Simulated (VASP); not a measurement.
# Al2Au with r2SCAN + rVV10: from relaxation to properties, part 4 of 4

Wanted: the relaxed cell of Al2Au and its properties. The start is a cell from a database of measured crystal structures.

VASP 6.6.1; r2SCAN with rVV10; plane waves and PAW (Al, Au).

Still holding for the runs below: This run has no spin polarisation. Its electron count is odd, so without a moment it is a metal by construction.

So far. Step 4 (Single point with fields (r2SCAN + rVV10)): In this run the pressure is 0.04 GPa, small enough to go on; single stress components reach 0.04 GPa. Step 5 (Bands along the symmetry lines (r2SCAN + rVV10)): There is no gap at this level. The relaxed cell has a = 5.993 Å (conventional setting).

## (6) Density of states (r2SCAN + rVV10)

Here the states are counted by energy and projected on the atoms. The mesh is finer than in the run before.

INCAR reads:

```
SYSTEM = Al2Au
PREC = Accurate
ENCUT = 400
EDIFF = 1E-06
NELM = 100
ISMEAR = -5
SIGMA = 0.2
LREAL = .FALSE.
ALGO = Normal
METAGGA = R2SCAN
LUSE_VDW = .TRUE.
IVDW_NL = 2
BPARAM = 11.95
CPARAM = 0.0093
LASPH = .TRUE.
NBANDS = 21
LORBIT = 11
LWAVE = .FALSE.
LCHARG = .FALSE.
KPAR = 2
NEDOS = 2001
```

POSCAR reads:

```
Al2Au
1.0
    0.0000000000      2.9965661123      2.9965661123
    2.9965661123      0.0000000000      2.9965661123
    2.9965661123      2.9965661123      0.0000000000
Al Au
2 1
Direct
    0.2500000000      0.2500000000      0.2500000000
    0.7500000000      0.7500000000      0.7500000000
    0.0000000000      0.0000000000      0.0000000000
```

KPOINTS reads:

```
Automatic mesh
0
Gamma
8 8 8
0 0 0
```

The projector-augmented-wave data sets are Al and Au (PBE family, release 64).

Launch:

```console
$ mpirun -np 2 vasp_std
```

Log:

```text
[... set-up lines as in an earlier step ...]
 entering main loop
       N       E                     dE             d eps       ncg     rms          rms(c)
Total rVV10 correction in eV:      0.4115283    23.2542185
Total rVV10 correction in eV:      0.4115283    23.2542185
DAV:   1    -0.691736420511E+01   -0.69174E+01   -0.58436E+03  1250   0.554E+02
DAV:   2    -0.690251049368E+02   -0.62108E+02   -0.56965E+02  1396   0.138E+02
DAV:   3    -0.705206345791E+02   -0.14955E+01   -0.14854E+01  1485   0.191E+01
DAV:   4    -0.705337661305E+02   -0.13132E-01   -0.13111E-01  1406   0.206E+00
DAV:   5    -0.705340187710E+02   -0.25264E-03   -0.25221E-03  1466   0.297E-01    0.103E+01
Total rVV10 correction in eV:      0.3934424    23.2542183
Total rVV10 correction in eV:      0.3934424    23.2542183
DAV:   6    -0.652439877657E+02    0.52900E+01   -0.52466E+00  1323   0.203E+01    0.545E+00
Total rVV10 correction in eV:      0.3962320    23.2542182
Total rVV10 correction in eV:      0.3962320    23.2542182
DAV:   7    -0.651508400826E+02    0.93148E-01   -0.22586E-01  1343   0.401E+00    0.238E+00
Total rVV10 correction in eV:      0.3973053    23.2542182
Total rVV10 correction in eV:      0.3973053    23.2542182
DAV:   8    -0.651462783237E+02    0.45618E-02   -0.32560E-02  1393   0.106E+00    0.533E-01
Total rVV10 correction in eV:      0.3974296    23.2542182
Total rVV10 correction in eV:      0.3974296    23.2542182
DAV:   9    -0.651452331682E+02    0.10452E-02   -0.98203E-03  1465   0.888E-01    0.159E-01
Total rVV10 correction in eV:      0.3975701    23.2542182
Total rVV10 correction in eV:      0.3975701    23.2542182
DAV:  10    -0.651453050933E+02   -0.71925E-04   -0.38546E-04  1421   0.109E-01    0.109E-01
Total rVV10 correction in eV:      0.3976915    23.2542182
Total rVV10 correction in eV:      0.3976915    23.2542182
DAV:  11    -0.651452462859E+02    0.58807E-04   -0.70298E-05  1445   0.547E-02    0.999E-03
Total rVV10 correction in eV:      0.3976993    23.2542182
Total rVV10 correction in eV:      0.3976993    23.2542182
DAV:  12    -0.651452467228E+02   -0.43695E-06   -0.30679E-06  1426   0.124E-02
Total rVV10 correction in eV:      0.3977124    23.2542182
Total rVV10 correction in eV:      0.3977124    23.2542182
Total rVV10 correction in eV:      0.3977126    23.2542182
Total rVV10 correction in eV:      0.3977126    23.2542182
   1 F= -.65145247E+02 E0= -.65145247E+02  d E =0.000000E+00
 -----------------------------------------------------------------------------
|                                                                             |
|           W    W    AA    RRRRR   N    N  II  N    N   GGGG   !!!           |
|           W    W   A  A   R    R  NN   N  II  NN   N  G    G  !!!           |
|           W    W  A    A  R    R  N N  N  II  N N  N  G       !!!           |
|           W WW W  AAAAAA  RRRRR   N  N N  II  N  N N  G  GGG   !            |
|           WW  WW  A    A  R   R   N   NN  II  N   NN  G    G                |
|           W    W  A    A  R    R  N    N  II  N    N   GGGG   !!!           |
|                                                                             |
|     Tetrahedron method does not include variations of the Fermi             |
|     occupations, so forces and stress will be inaccurate. We suggest        |
|     using a different smearing scheme ISMEAR = 1 or 2 for metals in         |
|     relaxations.                                                            |
|                                                                             |
 -----------------------------------------------------------------------------
```

The job ended after 37 s (2 MPI ranks of Intel Xeon 6975P-C (Granite Rapids), shared host; peak memory 0.51 GiB).

From OUTCAR (step 6):

```text
   k-points           NKPTS =     29   k-points in BZ     NKDIM =     29   number of bands    NBANDS=     21

   NELECT =      17.0000    total number of electrons

 E-fermi :   7.6822

 k-point     1 :       0.0000    0.0000    0.0000
  band No.  band energies     occupation
    ...
      2       0.7809      2.00000
      3       0.7809      2.00000
      4       0.7809      2.00000
      5       1.7888      2.00000
      6       1.7888      2.00000
      7      10.6655      0.00000
      8      10.7838      0.00000
      9      10.7838      0.00000
     10      10.7838      0.00000
     11      11.9397      0.00000
    ...

  Total       -0.0292542     -0.0292542     -0.0292542      0.0000000      0.0000000      0.0000000
  in kB       -0.8709572     -0.8709572     -0.8709572      0.0000000      0.0000000      0.0000000
  external PRESSURE =      -0.8709572 kB  Pullay stress =       0.0000000 kB

 POSITION                                       TOTAL-FORCE (eV/Angst)
 -----------------------------------------------------------------------------------
      1.49828      1.49828      1.49828         0.000000      0.000000      0.000000
      4.49485      4.49485      4.49485        -0.000000     -0.000000     -0.000000
      0.00000      0.00000      0.00000        -0.000000     -0.000000     -0.000000
 -----------------------------------------------------------------------------------
    total drift:                               -0.000000     -0.000000      0.000000

  FREE ENERGIE OF THE ION-ELECTRON SYSTEM (eV)
  ---------------------------------------------------
  free  energy   TOTEN  =       -65.1452467228 eV

  energy  without entropy=      -65.1452467228  energy(sigma->0) =      -65.14524672

[... 6 parts as in an earlier step ...]

[... 10 further parts left out ...]
```

With tetrahedra the forces and stress of a metal are not exact derivatives of the energy.

Numbers from this step:

* SCF cycles: 12
* irreducible k-points: 29
* Fermi energy: 7.682 eV
* pressure: -0.08710 GPa
* DOS at the Fermi level, one point of the energy grid: 0.9274 states/eV/cell

The density of states has structure finer than the step of the table below, so its rows give means over 1 eV, whole bins alone (the curve runs from -12.0 to 5.60 eV). Peaks (eV: height): total -7.2: 6.70, -6.6: 16.5, -5.8: 11.4, 4.7: 2.78; Au d -7.2: 3.87, -6.6: 12.1, -5.8: 9.61; Au p -7.2: 0.135, -6.6: 0.127, -4.7: 0.127, -1.8: 0.199; Al p -6.6: 0.567, -1.8: 0.174, 3.3: 0.215, 4.7: 0.398; Al s -8.8: 0.155, -7.2: 0.650, 3.3: 0.406, 4.5: 0.152.

States under -12.0 eV and over 5.6 eV are left out. Table of density of states by energy, zero at the Fermi level; means over each step; values in states/eV/cell:

```
energy (eV)   total     Au d     Au p     Al p    Al s     Au s
        -11  0.0769   1.1e-4   4.1e-4   4.2e-4  0.0141   0.0176
        -10   0.360  0.00626  0.00459  0.00546  0.0619   0.0789
         -9   0.756   0.0772   0.0117   0.0194   0.113    0.147
         -8   0.846    0.243   0.0134   0.0220   0.102    0.109
         -7    4.63     3.08   0.0578    0.126   0.204   0.0256
         -6    5.32     4.27   0.0110   0.0767  0.0112    0.152
         -5   0.788    0.273   0.0553   0.0367  0.0573   0.0595
         -4   0.719    0.155   0.0662   0.0467  0.0537   0.0669
         -3   0.842    0.148    0.100   0.0710  0.0615   0.0457
         -2    1.06    0.137    0.152    0.126  0.0473   0.0308
         -1    1.14    0.119    0.183    0.151  0.0339   0.0200
          0   0.907   0.0693    0.168    0.127  0.0205   0.0113
          1   0.409   0.0292   0.0840   0.0505  0.0124  0.00700
          2   0.478   0.0868   0.0431   0.0309  0.0740  0.00696
          3    1.72    0.262   0.0357    0.123   0.270   0.0334
          4   0.897    0.109   0.0248   0.0899  0.0654   0.0329
          5    1.91    0.243   0.0451    0.276   0.117   0.0700
```

The finer mesh and the other smearing move the Fermi level by +0.04 eV from the 6×6×6 run, a small shift, which tests the Fermi level alone. Of the states within 0.3 eV of the Fermi level, the largest shares in the PAW spheres are Au p 19 %, Al p 14 % and Au d 7 %. The rest lies in smaller channels or between the spheres.

## (7) Optical spectrum (r2SCAN + rVV10)

LOPTICS sums transitions from filled to empty bands. NBANDS is raised for it.

INCAR: that of step 6 with these lines changed.

```diff
@@ -5,3 +5,3 @@
 NELM = 100
-ISMEAR = -5
+ISMEAR = 1
 SIGMA = 0.2
@@ -15,3 +15,3 @@
 LASPH = .TRUE.
-NBANDS = 21
+NBANDS = 32
 LORBIT = 11
@@ -20,2 +20,4 @@
 KPAR = 2
-NEDOS = 2001
+LOPTICS = .TRUE.
+NEDOS = 1500
+CSHIFT = 0.1
```

POSCAR is that of step 6.

KPOINTS is that of step 6.

Launch:

```console
$ mpirun -np 2 vasp_std
```

Log:

```text
[... set-up lines as in an earlier step ...]
 entering main loop
       N       E                     dE             d eps       ncg     rms          rms(c)
Total rVV10 correction in eV:      0.4115283    23.2542185
Total rVV10 correction in eV:      0.4115283    23.2542185
DAV:   1     0.365066823398E+01    0.36507E+01   -0.51981E+03  1904   0.365E+02
DAV:   2    -0.684531681896E+02   -0.72104E+02   -0.63471E+02  2288   0.108E+02
DAV:   3    -0.705300490453E+02   -0.20769E+01   -0.20620E+01  2288   0.168E+01
DAV:   4    -0.705481821562E+02   -0.18133E-01   -0.18131E-01  2184   0.170E+00
DAV:   5    -0.705485037977E+02   -0.32164E-03   -0.32164E-03  2344   0.231E-01    0.103E+01
Total rVV10 correction in eV:      0.3934306    23.2542183
Total rVV10 correction in eV:      0.3934306    23.2542183
DAV:   6    -0.652560006737E+02    0.52925E+01   -0.35129E+00  2144   0.133E+01    0.542E+00
Total rVV10 correction in eV:      0.3962141    23.2542182
Total rVV10 correction in eV:      0.3962141    23.2542182
DAV:   7    -0.651602687526E+02    0.95732E-01   -0.15339E-01  2096   0.260E+00    0.234E+00
Total rVV10 correction in eV:      0.3972050    23.2542182
Total rVV10 correction in eV:      0.3972050    23.2542182
DAV:   8    -0.651562378662E+02    0.40309E-02   -0.20132E-02  2136   0.648E-01    0.553E-01
Total rVV10 correction in eV:      0.3974465    23.2542182
Total rVV10 correction in eV:      0.3974465    23.2542182
DAV:   9    -0.651554212200E+02    0.81665E-03   -0.72189E-03  2232   0.539E-01    0.133E-01
Total rVV10 correction in eV:      0.3975544    23.2542182
Total rVV10 correction in eV:      0.3975544    23.2542182
DAV:  10    -0.651554912110E+02   -0.69991E-04   -0.25774E-04  2224   0.613E-02    0.908E-02
Total rVV10 correction in eV:      0.3976772    23.2542182
Total rVV10 correction in eV:      0.3976772    23.2542182
DAV:  11    -0.651554582401E+02    0.32971E-04   -0.46661E-05  2272   0.331E-02    0.908E-03
Total rVV10 correction in eV:      0.3976899    23.2542182
Total rVV10 correction in eV:      0.3976899    23.2542182
DAV:  12    -0.651554558058E+02    0.24343E-05   -0.27802E-06  2344   0.863E-03    0.388E-03
Total rVV10 correction in eV:      0.3977036    23.2542182
Total rVV10 correction in eV:      0.3977036    23.2542182
DAV:  13    -0.651554556692E+02    0.13664E-06   -0.44308E-07  1840   0.282E-03
Total rVV10 correction in eV:      0.3977046    23.2542182
Total rVV10 correction in eV:      0.3977046    23.2542182
Total rVV10 correction in eV:      0.3977042    23.2542182
Total rVV10 correction in eV:      0.3977042    23.2542182
   1 F= -.65155456E+02 E0= -.65154948E+02  d E =-.152159E-02
 optical routines
 imaginary and real dielectric function
 direction            1
 direction            2
 direction            3
```

Elapsed: 50 s, on 2 MPI ranks; peak memory 0.52 GiB.

Parts of OUTCAR (step 7):

```text
   k-points           NKPTS =     29   k-points in BZ     NKDIM =     29   number of bands    NBANDS=     32

   NELECT =      17.0000    total number of electrons

 E-fermi :   7.7517

 k-point     1 :       0.0000    0.0000    0.0000
  band No.  band energies     occupation
    ...
      2       0.7797      2.00000
      3       0.7797      2.00000
      4       0.7797      2.00000
      5       1.7873      2.00000
      6       1.7873      2.00000
      7      10.6659     -0.00000
      8      10.7835     -0.00000
      9      10.7835     -0.00000
     10      10.7835     -0.00000
     11      11.9394      0.00000
    ...

  Total       -0.0400894     -0.0400894     -0.0400894     -0.0000000      0.0000000     -0.0000000
  in kB       -1.1935447     -1.1935447     -1.1935447     -0.0000000      0.0000000     -0.0000000
  external PRESSURE =      -1.1935447 kB  Pullay stress =       0.0000000 kB

  FREE ENERGIE OF THE ION-ELECTRON SYSTEM (eV)
  ---------------------------------------------------
  free  energy   TOTEN  =       -65.1554556692 eV

  energy  without entropy=      -65.1539340800  energy(sigma->0) =      -65.15494847

 plasma frequency squared (from intraband transitions) (eV^2)
  --------------------------------------------------------------------------------------
      51.359       0.000      -0.000
      -0.000      51.359       0.000
       0.000       0.000      51.359

[... 8 parts as in an earlier step ...]

[... 9 further parts left out ...]
```

These are independent-particle spectra without excitons or local fields. Fine structure and low peaks depend on the mesh and on CSHIFT. The intraband (Drude) part is not in this spectrum.

This step gave:

| Quantity | Value |
| --- | --- |
| SCF cycles | 13 |
| bands | 32 |
| free energy (TOTEN) | -65.1555 eV |
| energy at zero smearing | -65.1549 eV |
| Fermi energy | 7.752 eV |
| pressure | -0.1194 GPa |

The imaginary dielectric function, xx has structure finer than the step of the table below, so its rows give means over 1 eV, whole bins alone (the curve runs from 0 to 25.0 eV). Peaks (eV: height): 0.2: 518.

The imaginary dielectric function, xx by photon energy; means over each step:

```csv
photon energy (eV),"imaginary dielectric function, xx"
1,21.0
2,4.15
3,15.0
4,9.58
5,9.58
6,4.62
7,2.54
8,1.82
9,2.08
10,2.34
11,1.74
12,1.63
13,1.48
14,1.09
15,1.01
16,0.784
17,0.664
18,0.590
19,0.615
20,0.556
21,0.512
22,0.496
23,0.432
24,0.450
```

The real dielectric function, xx by photon energy:

photon energy (eV), real dielectric function, xx and a bar from the least value:
```
      0.0        718 ##############################
      0.5        -93 
      1.0        -24 ###
      1.5         -4 ###
      2.0          5 ####
      2.5          8 ####
      3.0         16 ####
      3.5         -3 ###
      4.0         -5 ###
      4.5          1 ###
      5.0         -2 ###
      5.5         -5 ###
      6.0         -5 ###
      6.5         -3 ###
      7.0         -1 ###
      7.5         -2 ###
      8.0         -1 ###
      8.5          0 ###
      9.0          0 ###
      9.5          0 ###
     10.0         -1 ###
     10.5          0 ###
     11.0          0 ###
     11.5          0 ###
     12.0          0 ###
     12.5          0 ###
     13.0          0 ###
     13.5          0 ###
     14.0          0 ###
     14.5          0 ###
     15.0          0 ###
     15.5          0 ###
     16.0          0 ###
     16.5          0 ###
     17.0          0 ###
     17.5          0 ###
     18.0          0 ###
     18.5          0 ###
     19.0          0 ###
     19.5          0 ###
     20.0          0 ###
     20.5          0 ###
     21.0          0 ###
     21.5          0 ###
     22.0          0 ###
     22.5          0 ###
     23.0          0 ###
     23.5          0 ###
     24.0          0 ###
     24.5          0 ###
```

## (8) What came out

```yaml
relaxed_volume: 17.94 Å³/atom
relaxed_conventional_cell_a_b_c: 5.993, 5.993, 5.993 Å
space_group_after_relaxing_within_0p02_a: Fm-3m (No. 225)
band_gap: none, a metal
dos_at_the_fermi_level: 0.927 states/eV/cell
```

In words: With r2SCAN + rVV10, Al2Au relaxes to 17.94 Å³/atom in space group Fm-3m (held by the symmetry of the run) and comes out as a metal. Against the listed cell the volume lies -0.3 %. Bands along the symmetry lines (r2SCAN + rVV10): Of the bands kept, 3 cross the Fermi level on this path. Spin-orbit coupling is left out, and with elements this heavy it would split and shift bands near the Fermi level. The k-sampling is coarse for a metal, so the Fermi level, pressures and the shape of the cell carry errors. With an odd electron count and no spin the cell is a metal by construction. No search among competing phases was made, and a listed structure need not be the one stable at ambient conditions. All values are for a static lattice at zero temperature.

[Lines on the potential files, build, host, timing and source positions are cut from VASP's logs without a mark.]

[Logs are printed without paths, hosts, clocks, repeated set-up lines and the standing remarks that a program may print on its own settings, such as how far it seeks lower states.]

[Hosts, paths, dates, database ids (printed as entryN), source tags and the programs' standing remarks are cut or masked in the printed files.]

[A measured line is paired with the nearest computed mode of its activity, which favours agreement.]

[In band tables of VASP the shares of atoms and orbitals are scaled to a sum of 1 inside the atoms' spheres.]
